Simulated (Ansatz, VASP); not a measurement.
# Cross-check of Si3Ge (ordered alloy, x = 0.25, built in the cubic cell of 8 atoms (invented)) between VASP and Ansatz, part 2 of 2

Wanted: the spread between two codes on one cell, functional and k mesh. The cell is generated by rule, not measured, and may not be a known phase. The cell is taken from a series of runs on this material, whose earlier steps may have relaxed, scaled, displaced or heated it; both programs get it as it stands.

VASP 6.6.1 and Ansatz 0.2.0.

So far: The starting structure; VASP: relaxation of cell and atoms, r2SCAN, pair 1.

## Step 3: Ansatz: relaxation of cell and atoms, r2SCAN, pair 1

Level of this step: Ansatz beside VASP: Kohn-Sham DFT, plane waves, r2SCAN (Ansatz).

Ansatz runs on its PAW soft_1 files.

The same cell, functional and mesh now go to Ansatz, which takes its cutoff from its data sets.

The input, input.yaml:

```yaml
crystal:
  lattice:
    - [3.8852951452, 2.2431763648, 3.171058604]
    - [-3.8852951452, 2.2431763648, 3.171058604]
    - [0.0, -4.4863522292, 3.171058958]
  atoms:
    - { symbol: Ge, position: [0.8722701028, 0.8722701028, 0.8722701028] }
    - { symbol: Si, position: [0.8724968403, 0.3774600993, 0.3774600993] }
    - { symbol: Si, position: [0.3774600993, 0.8724968403, 0.3774600993] }
    - { symbol: Si, position: [0.3774600993, 0.3774600993, 0.8724968403] }
    - { symbol: Ge, position: [0.1277298972, 0.1277298972, 0.1277298972] }
    - { symbol: Si, position: [0.1275031597, 0.6225399007, 0.6225399007] }
    - { symbol: Si, position: [0.6225399007, 0.1275031597, 0.6225399007] }
    - { symbol: Si, position: [0.6225399007, 0.6225399007, 0.1275031597] }
kpoints:
  mp_grid: { grid: [4, 4, 4] }
hamiltonian:
  xc: r2scan
  pseudopotentials: { kind: paw, azcp: { folder: soft_1 } }
scf:
  occupations: { method: fixed }
output:
  forces: true
  stress: true
  eigenvalues: true
relax:
  adjacent_minimum: "off"
  f_tol: 0.001
  max_steps: 60
  cell: { stress_tol: 0.01 }
```

Run with:

```console
ansatz run input.yaml --threads 4 --pin off --max-ram 9216MiB --backend cpu --events-out ev --progress --plain --runs-dir out
```

Numbers of over 12 decimals in the logs are rounded to 6 here.

The log of the run:

```text
Engine: ansatz 0.2.0, x86_64-unknown-linux-gnu
Pseudopotentials: kind: paw
Pseudopotential: Ge, paw, valence charge 14, recommended cutoff 500 eV (meta_gga), soft_1/Ge.paw.azcp
Pseudopotential: Si, paw, valence charge 4, recommended cutoff 500 eV (meta_gga), soft_1/Si.paw.azcp
Functional definition: r2SCAN
  parameter k0 = 0.174
  parameter k1 = 0.065
  parameter a1 = 4.9479
  exchange = r2scan_x(k0 = k0, k1 = k1, a1 = a1)
  correlation = r2scan_c
Crystal: 8 atoms, lattice volume = 165.822 Å³
Basis set: ecut = 500 eV, 4169 PW (Γ), exchange–correlation on 180×180×180 points (64 copies of the dense FFT grid, shifted against one another)
Bands: 34, of which v1, the nominal top of the filled ones, is band 26 counted from 1 (25 counted from 0)
Symmetry: 12 space group operations
Space group: R-3m (ITA 166), of the structure as read, at distance tolerance 5.5e-5 Å
k-points: 13 of 64
Non-local potential: Ge, projectors of the file, l = 0: 2, l = 1: 2, l = 2: 3, l = 3: 1
Non-local potential: Si, projectors of the file, l = 0: 2, l = 1: 2, l = 2: 1
PAW form: soft (Blöchl's): semilocal exchange-correlation on the pseudo side does not see the compensation charge
PAW frozen core: Ge, regenerated for the run's functional (the file was generated under x = pbe(κ = 0.804, μ = 0.219515), c = pbe(β = 0.066725))
PAW frozen core: Si, regenerated for the run's functional (the file was generated under x = pbe(κ = 0.804, μ = 0.219515), c = pbe(β = 0.066725))
PAW one-centre angular grid: Ge, 590 points (default); XC on 160 Gauss nodes
PAW one-centre angular grid: Si, 302 points (default); XC on 160 Gauss nodes
Initial density: superposition of atomic densities (chi_scale 0.1, normalization cell, long waves kept (reshape's long-wave potential 0.01 eV rms))
Initial wavefunctions: pseudopotential atomic-orbital guess
Functional: x = r2scan, c = r2scan; τ floored in thin density (d = 2e-4 eV/Å³)
SCF iter   1: F=—  HF=-12440.010947 eV  |F-HF|=—  |Δ(HF+E_count)|=         —  Δρ=4.41e-2  dr2=2.74e0  dr2_τ=4.38e-2  ethr=3.10e-3  ⟨swp⟩=5.1  Hψ=1787  notcnv=0  defer=58
preconditioner: auto → Resta (q_TF=auto, 2.249 Å⁻¹)  ε∞=4.6  [insulator: Δε(μ)=0.688 eV  Ē_g=8.635 eV  n_scr=26 (ndim 8)  ℏωp=16.3 eV  f_vac=0.000  ε∞_Penn≈4.6]
SCF iter   2: F=—  HF=-12440.063125 eV  |F-HF|=—  |Δ(HF+E_count)|=   5.22e-2  Δρ=2.69e-2  dr2=1.05e0  dr2_τ=2.79e-3  ethr=3.10e-3  ⟨swp⟩=2.0  Hψ=581  notcnv=0  defer=69
SCF iter   3: F=—  HF=-12440.150832 eV  |F-HF|=—  |Δ(HF+E_count)|=   8.77e-2  Δρ=2.29e-3  dr2=1.42e-2  dr2_τ=1.09e-4  ethr=2.02e-3  ⟨swp⟩=3.1  Hψ=623  notcnv=0  defer=67
SCF iter   4: F=—  HF=-12440.154373 eV  |F-HF|=—  |Δ(HF+E_count)|=   3.54e-3  Δρ=1.02e-3  dr2=1.44e-3  dr2_τ=1.80e-5  ethr=2.73e-5  ⟨swp⟩=2.9  Hψ=789  notcnv=0  defer=77
SCF iter   5: F=—  HF=-12440.153572 eV  |F-HF|=—  |Δ(HF+E_count)|=   8.02e-4  Δρ=3.96e-4  dr2=2.36e-4  dr2_τ=4.50e-6  ethr=2.78e-6  ⟨swp⟩=2.3  Hψ=774  notcnv=0  defer=77
SCF iter   6: F=—  HF=-12440.153546 eV  |F-HF|=—  |Δ(HF+E_count)|=   2.61e-5  Δρ=1.47e-4  dr2=3.63e-5  dr2_τ=2.58e-7  ethr=4.54e-7  ⟨swp⟩=2.5  Hψ=738  notcnv=0  defer=72
SCF iter   7: F=—  HF=-12440.153540 eV  |F-HF|=—  |Δ(HF+E_count)|=   5.64e-6  Δρ=2.62e-5  dr2=1.00e-6  dr2_τ=7.78e-9  ethr=6.98e-8  ⟨swp⟩=2.0  Hψ=780  notcnv=0  defer=61
SCF iter   8: F=-12440.153540 eV  HF=-12440.153540 eV  |F-HF|=2.99e-9  |Δ(HF+E_count)|=   1.76e-7  Δρ=3.33e-6  dr2=1.65e-8  dr2_τ=1.37e-10  ethr=1.92e-10  ⟨swp⟩=14.6  Hψ=2774  notcnv=0
SCF 1 converged in 8 iterations: F = -12440.153540 eV  dr2 = 1.65e-8
  greatest PAW one-centre occupation: 0.998 electrons in one spin orbital (limit 2), on the Ge atom at site 4 (counted from 0), in its partial waves of l = 2
relax step   1: F+E_penalty+E_count = -12440.15354015 eV  Δ(F+E_penalty+E_count) = +0.000e0 eV  max|allowed force component| = 1.671e-3 eV/Å  Δτ_max = 0.0000 Å  P = +0.001 GPa  Ω = 165.822 Å³  (8 SCF iters, dr2 threshold 1.00e-7 eV, accepted)
[...]
relax step   2: F+E_penalty+E_count = -12440.15354048 eV  Δ(F+E_penalty+E_count) = -3.334e-7 eV  max|allowed force component| = 1.434e-3 eV/Å  Δτ_max = 0.0003 Å  P = -0.000 GPa  Ω = 165.824 Å³  energy of the carried Pulay correction = -2.380e-7 eV  (6 SCF iters, dr2 threshold 3.68e-10 eV, accepted)
[...]
relax step   3: F+E_penalty+E_count = -12440.15354158 eV  Δ(F+E_penalty+E_count) = -1.102e-6 eV  max|allowed force component| = 1.306e-4 eV/Å  Δτ_max = 0.0001 Å  P = +0.000 GPa  Ω = 165.824 Å³  energy of the carried Pulay correction = -2.063e-7 eV  (5 SCF iters, dr2 threshold 1.29e-10 eV, accepted)
[...]
relax step   4: F+E_penalty+E_count = -12440.15354158 eV  Δ(F+E_penalty+E_count) = -1.637e-11 eV  max|allowed force component| = 1.306e-4 eV/Å  Δτ_max = 0.0000 Å  P = +0.000 GPa  Ω = 165.824 Å³  stress off target by 6.13e-4 GPa  SCF on the basis re-selected at this cell (its energy is not comparable with the rows above)  (5 SCF iters)
basis re-selected at this cell: Δ(F+E_penalty+E_count) = -1.637e-11 eV, ΔP = +0.000 GPa vs the last step (what re-selecting the basis moved, of the pressure what is left beyond the Pulay correction that the steps carried, after the strain that the cell walked since its last selection, with what the two solves' SCF thresholds leave and, on support functions, any second-order correction that the steps lacked; it is no  [...]
SCF converged after 5 iterations
Free energy (F): -12440.153542 eV
Harris-Foulkes:  -12440.153542 eV  (|F-HF|=7.28e-12)
Internal energy: -12440.153542 eV  (E = F + TS)
E sigma→0 (E₀):  -12440.153542 eV
Fermi energy:    6.714910 eV
--- Per-component energies (eV) ---
  E_band       = -320.944685
  E_kinetic    = 428.995161
  E_local      = -5662.126457  (includes V_loc(G=0)·N_el)
  E_nonlocal   = 569.789001
  E_hartree    = 2690.782011
  E_xc         = -447.675534
  E_vxc        = -441.009314  (∫ρ·V_xc dr)
  E_paw        = -7163.671457  (= ΣΔE_a)
  E_vpaw       = -617.082368  (= ΣTr[D̂ρ^β])
  E_aug_tail   = 0.000075  (compensation charges beyond the density's cutoff)
  E_vtau       = 18.925177  (kinetic-family band-sum trace: ∫τ·v_τ [+ j·A + Jᵃ·Aᵃ] dr)
  E_ewald      = -2853.616222
  E_core_change = -2.630120  (= ΣΔE_core)
  E_smearing   = -0.000000  (= −TS)
  E_closure    = -0.000000  (closes the sum)
  Σ components = -12440.153542   (vs F -12440.153542, Δ=0.00e0)
--- Forces (eV/Å), atoms counted from 1 ---
  atom   1  Ge    -0.00000000     0.00000000     0.00008672
  atom   2  Si    -0.00003093    -0.00001786     0.00013059
  atom   3  Si     0.00003093    -0.00001786     0.00013059
  atom   4  Si     0.00000000     0.00003572     0.00013059
  atom   5  Ge     0.00000000    -0.00000000    -0.00008672
  atom   6  Si     0.00003093     0.00001786    -0.00013059
  atom   7  Si    -0.00003093     0.00001786    -0.00013059
  atom   8  Si     0.00000000    -0.00003572    -0.00013059
  max |Σ_I F_I| component: 1.16e-17 eV/Å
--- Stress (GPa, compression-positive) ---
        0.000325       0.000000       0.000000
        0.000000       0.000325      -0.000000
        0.000000      -0.000000      -0.000613
  P = ⅓ Tr σ = 0.0000 GPa (0.000 kbar)
--- Band table (eV; the first three rows and the last of 13) ---
  k-point 0: bands = [... 22 lower, 3.6981, 6.6997, 6.6997, 6.7149, 7.3259, 7.3740, 7.7960, 7.7960, ... 4 higher]
  k-point 1: bands = [... 22 lower, 3.9128, 5.1936, 5.8487, 5.8660, 7.4851, 8.3915, 8.8236, 8.8501, ... 4 higher]
  k-point 2: bands = [... 22 lower, 4.5606, 4.6731, 4.6969, 4.8217, 7.8709, 8.1337, 10.0752, 10.1114, ... 4 higher]
  k-point 12: bands = [... 22 lower, 5.3815, 5.4886, 5.4886, 5.6566, 7.7493, 8.2214, 8.4616, 8.4616, ... 4 higher]
--- Relaxed structure (3 steps of the walk, 3 accepted, 1 SCFs on fresh bases) ---
  F+E_penalty+E_count = -12440.15354158 eV   max|allowed force component| = 1.306e-4 eV/Å   (the final SCF, on the basis selected at the relaxed cell)
  cell:  # Å, volume = 165.8239 Å³
    - [3.885508, 2.243299, 3.170741]
    - [-3.885508, 2.243299, 3.170741]
    - [0, -4.486598, 3.170741]
  atoms:
    - { symbol: Ge, position: [0.872254, 0.872254, 0.872254] }
    - { symbol: Si, position: [0.872482, 0.377453, 0.377453] }
    - { symbol: Si, position: [0.377453, 0.872482, 0.377453] }
    - { symbol: Si, position: [0.377453, 0.377453, 0.872482] }
    - { symbol: Ge, position: [0.127746, 0.127746, 0.127746] }
    - { symbol: Si, position: [0.127518, 0.622547, 0.622547] }
    - { symbol: Si, position: [0.622547, 0.127518, 0.622547] }
    - { symbol: Si, position: [0.622547, 0.622547, 0.127518] }
```

## Step 4: Side by side

Known differences besides the potentials themselves: VASP keeps PBE cores, Ansatz makes them for the functional; fixed occupations in Ansatz, narrow Gaussian smearing in VASP; the cutoff is 500 eV in Ansatz and 550 eV in VASP; Ansatz adds a Pulay correction to the stress that steers its cell, VASP none. Total energies have different zeros and are not compared.

Compared:

```
                                         quantity  Ansatz    VASP  difference
                                      volume (Å³)  165.82  165.62     +0.13 %
edge a after relaxation, in the typed setting (Å)   5.494   5.492     +0.04 %
```

## Step 5: VASP: relaxation of cell and atoms, r2SCAN, pair 2

The relaxed volume is the usual yardstick between codes: in a stiff, nearly cubic crystal its relative difference is about their pressure difference at one cell divided by the bulk modulus.

The input, INCAR:

```
SYSTEM = Si3Ge
PREC = Accurate
ENCUT = 550
EDIFF = 1E-07
NELM = 120
ISMEAR = 0
SIGMA = 0.02
LREAL = .FALSE.
ALGO = Normal
METAGGA = R2SCAN
LASPH = .TRUE.
NBANDS = 34
LORBIT = 11
LWAVE = .FALSE.
LCHARG = .FALSE.
ISIF = 3
IBRION = 2
NSW = 80
EDIFFG = -0.005
GGA_COMPAT = .FALSE.
NELMIN = 4
EFERMI = MIDGAP
LMIXTAU = .TRUE.
KPAR = 2
```

The input, POSCAR:

```
Si3Ge
1.0
    3.8804250000      2.2403650000      3.1683540000
   -3.8804250000      2.2403650000      3.1683540000
    0.0000000000     -4.4807290000      3.1683540000
Ge Si
2 6
Direct
    0.8749999086      0.8749999086      0.8750001039
    0.1250000170      0.1250000170      0.1250000449
    0.8750000474      0.3749999186      0.3749999551
    0.3749999186      0.8750000474      0.3749999551
    0.3749999830      0.3749999830      0.8749999551
    0.1249999526      0.6250000814      0.6250000449
    0.6250000814      0.1249999526      0.6250000449
    0.6250000170      0.6250000170      0.1250000449
```

The input, KPOINTS:

```
Automatic mesh
0
Gamma
4 4 4
0 0 0
```

The projector-augmented-wave data sets are Ge_d and Si (PBE family, release 64).

Run with:

```console
mpirun -np 2 vasp_std
```

The log of the run:

```text
[banner, memory and clock lines left out]
running    2 mpi-ranks, on    1 nodes
[...]
[... a notice as in an earlier step ...]

 LDA part: xc-table for (None), standard interpolation
 POSCAR, INCAR and KPOINTS ok, starting setup
[...]
entering main loop
       N       E                     dE             d eps       ncg     rms          rms(c)
DAV:   1     0.368348941440E+03    0.36835E+03   -0.24450E+04  1084   0.269E+03
DAV:   2    -0.159194974773E+02   -0.38427E+03   -0.36797E+03   892   0.703E+02
DAV:   3    -0.828882485397E+02   -0.66969E+02   -0.65773E+02  1024   0.165E+02
DAV:   4    -0.863533696820E+02   -0.34651E+01   -0.34468E+01  1106   0.438E+01
[...]
DAV:  21    -0.802695001567E+02   -0.31340E-05   -0.20883E-06  1108   0.105E-02    0.407E-03
DAV:  22    -0.802695053147E+02   -0.51580E-05   -0.16822E-06   856   0.995E-03    0.161E-03
DAV:  23    -0.802695053881E+02   -0.73407E-07   -0.70213E-07   890   0.577E-03
   1 F= -.80269505E+02 E0= -.80269505E+02  d E =-.802695E+02
[... from here on, the cycles between the ionic steps are left out ...]
   2 F= -.80312179E+02 E0= -.80312179E+02  d E =-.426740E-01
   3 F= -.80312792E+02 E0= -.80312792E+02  d E =-.432863E-01
   4 F= -.80313141E+02 E0= -.80313141E+02  d E =-.349427E-03
   5 F= -.80313517E+02 E0= -.80313517E+02  d E =-.725005E-03
   6 F= -.80313516E+02 E0= -.80313516E+02  d E =-.724631E-03
   7 F= -.80313530E+02 E0= -.80313530E+02  d E =-.133344E-04
   8 F= -.80313529E+02 E0= -.80313529E+02  d E =-.131098E-04
[...]
reached required accuracy - stopping structural energy minimisation
```

Parts of OUTCAR (step 5):

```text
  Total        0.0175107      0.0175107     -0.0181396      0.0000000     -0.0000000     -0.0000000
  in kB        0.1694034      0.1694034     -0.1754884      0.0000000     -0.0000000     -0.0000000
  external PRESSURE =       0.0544394 kB  Pullay stress =       0.0000000 kB

 POSITION                                       TOTAL-FORCE (eV/Angst)
 -----------------------------------------------------------------------------------
      0.00000     -0.00000      8.29439         0.000000      0.000000      0.001710
      0.00000      0.00000      1.21521        -0.000000     -0.000000     -0.001710
      1.92168      1.10948      5.15901        -0.000314     -0.000181     -0.000091
     -1.92168      1.10948      5.15901         0.000314     -0.000181     -0.000091
      0.00000     -2.21896      5.15901        -0.000000      0.000362     -0.000091
     -1.92168     -1.10948      4.35059         0.000314      0.000181      0.000091
      1.92168     -1.10948      4.35059        -0.000314      0.000181      0.000091
      0.00000      2.21896      4.35059        -0.000000     -0.000362      0.000091
 -----------------------------------------------------------------------------------
    total drift:                               -0.000000      0.000648     -0.000000

  FREE ENERGIE OF THE ION-ELECTRON SYSTEM (eV)
  ---------------------------------------------------
  free  energy   TOTEN  =       -80.3135294501 eV

  energy  without entropy=      -80.3135294501  energy(sigma->0) =      -80.31352945

[... 2 parts as in an earlier step ...]

[... 2 further parts left out ...]
[key lines of the parts left out:]
E-fermi :   5.7679
```

## Step 6: Ansatz: relaxation of cell and atoms, r2SCAN, pair 2

The same cell, functional, mesh and smearing now go to Ansatz, which takes its cutoff from its data sets.

The cell is taken from a series of runs on this material, whose earlier steps may have relaxed, scaled, displaced or heated it; both programs get it as it stands.

input.yaml, the sections that differ from step 3:

```yaml
crystal:
  lattice:
    - [3.880425, 2.240365, 3.168354]
    - [-3.880425, 2.240365, 3.168354]
    - [0.0, -4.480729, 3.168354]
  atoms:
    - { symbol: Ge, position: [0.875, 0.875, 0.875] }
    - { symbol: Si, position: [0.875, 0.375, 0.375] }
    - { symbol: Si, position: [0.375, 0.875, 0.375] }
    - { symbol: Si, position: [0.375, 0.375, 0.875] }
    - { symbol: Ge, position: [0.125, 0.125, 0.125] }
    - { symbol: Si, position: [0.125, 0.625, 0.625] }
    - { symbol: Si, position: [0.625, 0.125, 0.625] }
    - { symbol: Si, position: [0.625, 0.625, 0.125] }
scf:
  occupations: { method: gaussian, width: 0.02 }
relax:
  adjacent_minimum: "off"
  f_tol: 0.005
  max_steps: 80
  cell: { stress_tol: 0.05 }
# kpoints, hamiltonian, output: as in step 3
```

Run with:

```console
ansatz run input.yaml --threads 4 --pin off --max-ram 9216MiB --backend cpu --events-out ev --progress --plain --runs-dir out
```

The log of the run:

```text
[...]
Crystal: 8 atoms, lattice volume = 165.266 Å³
Basis set: ecut = 500 eV, 4169 PW (Γ), exchange–correlation on 180×180×180 points (64 copies of the dense FFT grid, shifted against one another)
Bands: 34, of which v1, the nominal top of the filled ones, is band 26 counted from 1 (25 counted from 0)
Symmetry: 12 space group operations
[...]
k-points: 13 of 64
[...]
atoms:
    - { symbol: Ge, position: [0.872270, 0.872270, 0.872270] }
    - { symbol: Si, position: [0.872497, 0.377460, 0.377460] }
    - { symbol: Si, position: [0.377460, 0.872497, 0.377460] }
    - { symbol: Si, position: [0.377460, 0.377460, 0.872497] }
    - { symbol: Ge, position: [0.127730, 0.127730, 0.127730] }
    - { symbol: Si, position: [0.127503, 0.622540, 0.622540] }
    - { symbol: Si, position: [0.622540, 0.127503, 0.622540] }
    - { symbol: Si, position: [0.622540, 0.622540, 0.127503] }
[key lines of the parts left out:]
SCF converged after 4 iterations
Free energy (F): -12440.153540 eV
Fermi energy:    7.019474 eV
P = ⅓ Tr σ = 0.0010 GPa (0.010 kbar)
```

## Step 7: Side by side

Compared:

```
                                         quantity  Ansatz    VASP  difference
                                      volume (Å³)  165.82  165.61     +0.13 %
edge a after relaxation, in the typed setting (Å)   5.494   5.492     +0.04 %
```

## Step 8: What came out

```yaml
difference_in_volume_relaxation_of_cell_and_atoms_r2scan_pair_1: 0.13 %
difference_in_volume_relaxation_of_cell_and_atoms_r2scan_pair_2: 0.13 %
```

What this shows: The difference in volume is 0.13 % (relaxation of cell and atoms, r2SCAN, pair 2), within the 1.2 % picked in this series as the mark of a large difference, as far as the stopping tolerances let one tell. Such differences can come from data sets, numerical settings and the points named under the comparisons, not from the functional's error against experiment.

[Lines on the potential files, build, host, timing and source positions are cut from VASP's logs without a mark.]

[Logs are printed without paths, hosts, clocks, repeated set-up lines and the standing remarks that a program may print on its own settings, such as how far it seeks lower states.]

[Hosts, paths, dates, database ids (printed as entryN), source tags and the programs' standing remarks are cut or masked in the printed files.]
